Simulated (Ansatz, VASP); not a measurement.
# Ta3N5: VASP beside Ansatz, part 2 of 2

Wanted: the spread between two codes on one cell, functional and k mesh. The cell is taken from a series of runs on this material, whose earlier steps may have relaxed, scaled, displaced or heated it; both programs get it as it stands.

VASP 6.6.1 and Ansatz 0.2.0.

So far: Starting point; VASP: relaxation of cell and atoms, PBEsol.

### 3. Ansatz: relaxation of cell and atoms, PBEsol

Level of this step: Ansatz beside VASP: Kohn-Sham DFT, plane waves, PBEsol (Ansatz).

Ansatz runs on its PAW soft_1 files.

The same cell, functional and mesh now go to Ansatz, which takes its cutoff from its data sets.

The input, input.yaml:

```yaml
crystal:
  lattice:
    - [1.9431, -5.1059, 0.0]
    - [1.9431, 5.1059, 0.0]
    - [0.0, 0.0, 10.2624]
  atoms:
    - { symbol: Ta, position: [0.86545, 0.13455, 0.44094] }
    - { symbol: Ta, position: [0.13455, 0.86545, 0.94094] }
    - { symbol: Ta, position: [0.13455, 0.86545, 0.55906] }
    - { symbol: Ta, position: [0.86545, 0.13455, 0.05906] }
    - { symbol: Ta, position: [0.1971, 0.8029, 0.25] }
    - { symbol: Ta, position: [0.8029, 0.1971, 0.75] }
    - { symbol: "N", position: [0.69138, 0.30862, 0.92622] }
    - { symbol: "N", position: [0.30862, 0.69138, 0.42622] }
    - { symbol: "N", position: [0.30862, 0.69138, 0.07378] }
    - { symbol: "N", position: [0.69138, 0.30862, 0.57378] }
    - { symbol: "N", position: [0.95299, 0.04701, 0.88051] }
    - { symbol: "N", position: [0.04701, 0.95299, 0.38051] }
    - { symbol: "N", position: [0.04701, 0.95299, 0.11949] }
    - { symbol: "N", position: [0.95299, 0.04701, 0.61949] }
    - { symbol: "N", position: [0.76322, 0.23678, 0.25] }
    - { symbol: "N", position: [0.23678, 0.76322, 0.75] }
kpoints:
  mp_grid: { grid: [5, 5, 2] }
scf:
  occupations: { method: fixed }
hamiltonian:
  xc: pbesol
  pseudopotentials: { kind: paw, azcp: { folder: soft_1 }, xc_functional: pbe }
output:
  forces: true
  stress: true
relax:
  f_tol: 0.02
  max_steps: 40
  cell: {}
```

Run with:

```
> ansatz run input.yaml --threads 8 --pin off --max-ram 24576MiB --backend cpu --events-out ev --progress --plain --runs-dir out
```

Numbers of over 12 decimals in the logs are rounded to 6 here.

Log:

```text
Engine: ansatz 0.2.0, aarch64-unknown-linux-gnu
Pseudopotentials: kind: paw
Pseudopotential: Ta, paw, valence charge 13, recommended cutoff 420 eV (normal), soft_1/Ta.paw.azcp
Pseudopotential: N, paw, valence charge 5, recommended cutoff 420 eV (normal), soft_1/N.paw.azcp
Functional definition: PBEsol
  exchange = pbesol_x
  correlation = pbesol_c
Crystal: 16 atoms, lattice volume = 203.632 Å³
Basis set: ecut = 420 eV, 3985 PW (Γ), exchange–correlation on 80×80×144 points (8 copies of the dense FFT grid, shifted against one another)
Bands: 80, of which v1, the nominal top of the filled ones, is band 64 counted from 1 (63 counted from 0)
Symmetry: 8 space group operations
Space group: Cmcm (ITA 63), of the structure as read, at distance tolerance 5.9e-5 Å
k-points: 18 of 50
Non-local potential: Ta, projectors of the file, l = 0: 3, l = 1: 2, l = 2: 2, l = 3: 1
Non-local potential: N, projectors of the file, l = 0: 2, l = 1: 2, l = 2: 1
PAW form: soft (Blöchl's): semilocal exchange-correlation on the pseudo side does not see the compensation charge
PAW frozen core: Ta, regenerated for the run's functional, and the local potential with it (the file was generated under x = pbe(κ = 0.804, μ = 0.219515), c = pbe(β = 0.066725))
PAW frozen core: N, regenerated for the run's functional, and the local potential with it (the file was generated under x = pbe(κ = 0.804, μ = 0.219515), c = pbe(β = 0.066725))
PAW one-centre angular grid: Ta, 590 points (default); XC on 64 Gauss nodes
PAW one-centre angular grid: N, 110 points (default); XC on 64 Gauss nodes
Initial density: superposition of atomic densities (chi_scale 0.1, normalization cell, long waves kept (reshape's long-wave potential 0.01 eV rms))
Initial wavefunctions: pseudopotential atomic-orbital guess
Functional: x = pbesol(κ = 0.804, μ = 0.123457), c = pbesol(β = 0.046)
SCF iter   1: F=—  HF=-62654.516728 eV  |F-HF|=—  |Δ(HF+E_count)|=         —  Δρ=1.08e-1  dr2=2.70e1  ethr=3.10e-3  ⟨swp⟩=4.7  Hψ=4748  notcnv=0  defer=246
preconditioner: auto → Resta (q_TF=auto, 2.525 Å⁻¹)  ε∞=6.2  [insulator: Δε(μ)=2.659 eV  Ē_g=10.207 eV  n_scr=56 (ndim 8)  ℏωp=23.3 eV  f_vac=0.013  ε∞_Penn≈6.2]
SCF iter   2: F=—  HF=-62648.267457 eV  |F-HF|=—  |Δ(HF+E_count)|=    6.25e0  Δρ=4.36e-2  dr2=2.42e0  ethr=3.10e-3  ⟨swp⟩=3.3  Hψ=2789  notcnv=0  defer=237
SCF iter   3: F=—  HF=-62647.849123 eV  |F-HF|=—  |Δ(HF+E_count)|=   4.18e-1  Δρ=2.27e-2  dr2=8.85e-1  ethr=1.89e-3  ⟨swp⟩=2.0  Hψ=1574  notcnv=0  defer=215
automatic band count: iteration 3 solves 78 bands in place of 80: the levels show a gap, and the empty bands left out lie too high to hold charge; the band table lists the bands solved (type scf.n_extra_bands for more)
SCF iter   4: F=—  HF=-62647.654254 eV  |F-HF|=—  |Δ(HF+E_count)|=   1.95e-1  Δρ=5.45e-3  dr2=8.70e-2  ethr=6.91e-4  ⟨swp⟩=2.0  Hψ=1918  notcnv=0  defer=215
SCF iter   5: F=—  HF=-62647.648201 eV  |F-HF|=—  |Δ(HF+E_count)|=   6.05e-3  Δρ=2.58e-3  dr2=1.64e-2  ethr=6.79e-5  ⟨swp⟩=2.0  Hψ=2069  notcnv=0  defer=216
SCF iter   6: F=—  HF=-62647.653026 eV  |F-HF|=—  |Δ(HF+E_count)|=   4.83e-3  Δρ=7.04e-4  dr2=2.01e-3  ethr=1.28e-5  ⟨swp⟩=2.0  Hψ=1951  notcnv=0  defer=216
SCF iter   7: F=—  HF=-62647.654147 eV  |F-HF|=—  |Δ(HF+E_count)|=   1.12e-3  Δρ=2.81e-4  dr2=1.93e-4  ethr=1.57e-6  ⟨swp⟩=2.0  Hψ=1848  notcnv=0  defer=216
SCF iter   8: F=—  HF=-62647.654419 eV  |F-HF|=—  |Δ(HF+E_count)|=   2.73e-4  Δρ=1.60e-4  dr2=6.78e-5  ethr=1.51e-7  ⟨swp⟩=2.1  Hψ=1978  notcnv=0  defer=175
SCF iter   9: F=—  HF=-62647.654334 eV  |F-HF|=—  |Δ(HF+E_count)|=   8.47e-5  Δρ=8.12e-5  dr2=1.49e-5  ethr=5.30e-8  ⟨swp⟩=2.0  Hψ=2000  notcnv=0  defer=149
SCF iter  10: F=—  HF=-62647.654336 eV  |F-HF|=—  |Δ(HF+E_count)|=   1.33e-6  Δρ=1.92e-5  dr2=8.67e-7  ethr=1.16e-8  ⟨swp⟩=2.0  Hψ=1948  notcnv=0  defer=149
SCF iter  11: F=—  HF=-62647.654337 eV  |F-HF|=—  |Δ(HF+E_count)|=   1.46e-6  Δρ=9.71e-6  dr2=2.24e-7  ethr=6.77e-10  ⟨swp⟩=2.0  Hψ=1903  notcnv=0  defer=149
SCF iter  12: F=-62647.654337 eV  HF=-62647.654337 eV  |F-HF|=1.11e-8  |Δ(HF+E_count)|=   1.15e-7  Δρ=3.59e-6  dr2=3.36e-8  ethr=7.81e-11  ⟨swp⟩=5.0  Hψ=4849  notcnv=0
SCF 1 converged in 12 iterations: F = -62647.654337 eV  dr2 = 3.36e-8
  greatest PAW one-centre occupation: 0.999 electrons in one spin orbital (limit 2), on the Ta atom at site 5 (counted from 0), in its partial waves of l = 0
relax step   1: F+E_penalty+E_count = -62647.65433728 eV  Δ(F+E_penalty+E_count) = +0.000e0 eV  max|allowed force component| = 1.703e-1 eV/Å  Δτ_max = 0.0000 Å  P = -1.177 GPa  Ω = 203.632 Å³  (12 SCF iters, dr2 threshold 1.00e-7 eV, accepted)
[...]
relax step   4: F+E_penalty+E_count = -62647.66469827 eV  Δ(F+E_penalty+E_count) = -6.015e-4 eV  max|allowed force component| = 1.947e-2 eV/Å  Δτ_max = 0.0043 Å  P = +0.037 GPa  Ω = 202.676 Å³  energy of the carried Pulay correction = +1.681e-3 eV  (5 SCF iters, dr2 threshold 2.70e-7 eV, accepted)
[...]
relax step   5: F+E_penalty+E_count = -62647.66475985 eV  Δ(F+E_penalty+E_count) = -6.157e-5 eV  max|allowed force component| = 1.336e-2 eV/Å  Δτ_max = 0.0013 Å  P = +0.006 GPa  Ω = 202.686 Å³  energy of the carried Pulay correction = +1.664e-3 eV  (5 SCF iters, dr2 threshold 1.33e-8 eV, accepted)
[...]
relax step   6: F+E_penalty+E_count = -62647.66306386 eV  Δ(F+E_penalty+E_count) = +1.696e-3 eV  max|allowed force component| = 1.335e-2 eV/Å  Δτ_max = 0.0000 Å  P = -0.008 GPa  Ω = 202.686 Å³  stress off target by 3.55e-2 GPa  SCF on the basis re-selected at this cell (its energy is not comparable with the rows above)  (5 SCF iters)
basis re-selected at this cell: Δ(F+E_penalty+E_count) = +1.696e-3 eV, ΔP = -0.014 GPa vs the last step (what re-selecting the basis moved, of the pressure what is left beyond the Pulay correction that the steps carried, after the strain that the cell walked since its last selection, with what the two solves' SCF thresholds leave and, on support functions, any second-order correction that the steps lacked; it is no m [...]
SCF converged after 5 iterations
Free energy (F): -62647.663064 eV
Harris-Foulkes:  -62647.663064 eV  (|F-HF|=2.91e-11)
Internal energy: -62647.663064 eV  (E = F + TS)
E sigma→0 (E₀):  -62647.663064 eV
Fermi energy:    11.798982 eV
--- Per-component energies (eV) ---
  E_band       = -1006.346324
  E_kinetic    = 3619.067435
  E_local      = -7322.074660  (includes V_loc(G=0)·N_el)
  E_nonlocal   = 307.543078
  E_hartree    = 2681.874732
  E_xc         = -2494.855274
  E_vxc        = -2141.091492  (∫ρ·V_xc dr)
  E_paw        = -50321.180201  (= ΣΔE_a)
  E_vpaw       = -833.549712  (= ΣTr[D̂ρ^β])
  E_aug_tail   = 0.009351  (compensation charges beyond the density's cutoff)
  E_ewald      = -9119.610790
  E_core_change = 1.563265  (= ΣΔE_core)
  E_smearing   = -0.000000  (= −TS)
  E_closure    = 0.000000  (closes the sum)
  Σ components = -62647.663064   (vs F -62647.663064, Δ=0.00e0)
--- Forces (eV/Å), atoms counted from 1 ---
  atom   1  Ta     0.00000000     0.01334573    -0.00424246
  atom   2  Ta    -0.00000000    -0.01334573    -0.00424246
  atom   3  Ta    -0.00000000    -0.01334573     0.00424246
  atom   4  Ta     0.00000000     0.01334573     0.00424246
  atom   5  Ta     0.00000000    -0.00987582    -0.00000000
  atom   6  Ta    -0.00000000     0.00987582     0.00000000
  atom   7  N     -0.00000000    -0.00113628     0.00270858
  atom   8  N      0.00000000     0.00113628     0.00270858
  atom   9  N      0.00000000     0.00113628    -0.00270858
  atom  10  N     -0.00000000    -0.00113628    -0.00270858
  atom  11  N     -0.00000000    -0.00625880     0.00123453
  atom  12  N      0.00000000     0.00625880     0.00123453
  atom  13  N      0.00000000     0.00625880    -0.00123453
  atom  14  N     -0.00000000    -0.00625880    -0.00123453
  atom  15  N      0.00000000    -0.00122698    -0.00000000
  atom  16  N     -0.00000000     0.00122698     0.00000000
  max |Σ_I F_I| component: 3.47e-18 eV/Å
--- Stress (GPa, compression-positive) ---
       -0.035492      -0.000000      -0.000000
       -0.000000       0.011726       0.000000
       -0.000000       0.000000      -0.000604
  P = ⅓ Tr σ = -0.0081 GPa (-0.081 kbar)
--- Relaxed structure (5 steps of the walk, 5 accepted, 1 SCFs on fresh bases) ---
  F+E_penalty+E_count = -62647.66306386 eV   max|allowed force component| = 1.335e-2 eV/Å   (the final SCF, on the basis selected at the relaxed cell)
  cell:  # Å, volume = 202.6858 Å³
    - [1.937609, -5.108226, 0]
    - [1.937609, 5.108226, 0]
    - [0, 0, 10.238986]
  atoms:
    - { symbol: Ta, position: [0.866335, 0.133665, 0.440686] }
    - { symbol: Ta, position: [0.133665, 0.866335, 0.940686] }
    - { symbol: Ta, position: [0.133665, 0.866335, 0.559314] }
    - { symbol: Ta, position: [0.866335, 0.133665, 0.059314] }
    - { symbol: Ta, position: [0.198617, 0.801383, 0.250000] }
    - { symbol: Ta, position: [0.801383, 0.198617, 0.750000] }
    - { symbol: N, position: [0.691476, 0.308524, 0.926613] }
    - { symbol: N, position: [0.308524, 0.691476, 0.426613] }
    - { symbol: N, position: [0.308524, 0.691476, 0.073387] }
    - { symbol: N, position: [0.691476, 0.308524, 0.573387] }
    - { symbol: N, position: [0.952970, 0.047030, 0.880162] }
    - { symbol: N, position: [0.047030, 0.952970, 0.380162] }
    - { symbol: N, position: [0.047030, 0.952970, 0.119838] }
    - { symbol: N, position: [0.952970, 0.047030, 0.619838] }
    - { symbol: N, position: [0.764272, 0.235728, 0.250000] }
    - { symbol: N, position: [0.235728, 0.764272, 0.750000] }
```

### 4. Side by side

Known differences besides the potentials themselves: fixed occupations in Ansatz, narrow Gaussian smearing in VASP; the data sets hold 128 valence electrons in Ansatz (on its PAW soft_1 files) and 116 in VASP; the cutoff is 420 eV in Ansatz and 600 eV in VASP; Ansatz makes its cores anew for this functional, VASP keeps those of its PBE data sets; Ansatz adds a Pulay correction to the stress that steers its cell, VASP none. Total energies have different zeros and are not compared.

Both answers:

```csv
quantity,Ansatz,VASP,difference
volume (Å³),202.69,203.30,-0.30 %
"edge a after relaxation, in the typed setting (Å)",5.463,5.469,-0.10 %
"edge c after relaxation, in the typed setting (Å)",10.239,10.247,-0.08 %
```

### 5. Results

```
difference in volume (relaxation of cell and atoms, PBEsol) : -0.30 %
```

The difference in volume is -0.30 % (relaxation of cell and atoms, PBEsol), within the 1.2 % picked in this series as the mark of a large difference, as far as the stopping tolerances let one tell. The data sets hold unlike numbers of valence electrons (128 in Ansatz and 116 in VASP), so part of the differences comes from the potentials. Such differences can come from data sets, numerical settings and the points named under the comparisons, not from the functional's error against experiment.

[Lines on the potential files, build, host, timing and source positions are cut from VASP's logs without a mark.]

[Logs are printed without paths, hosts, clocks, repeated set-up lines and the standing remarks that a program may print on its own settings, such as how far it seeks lower states.]

[Hosts, paths, dates, database ids (printed as entryN), source tags and the programs' standing remarks are cut or masked in the printed files.]
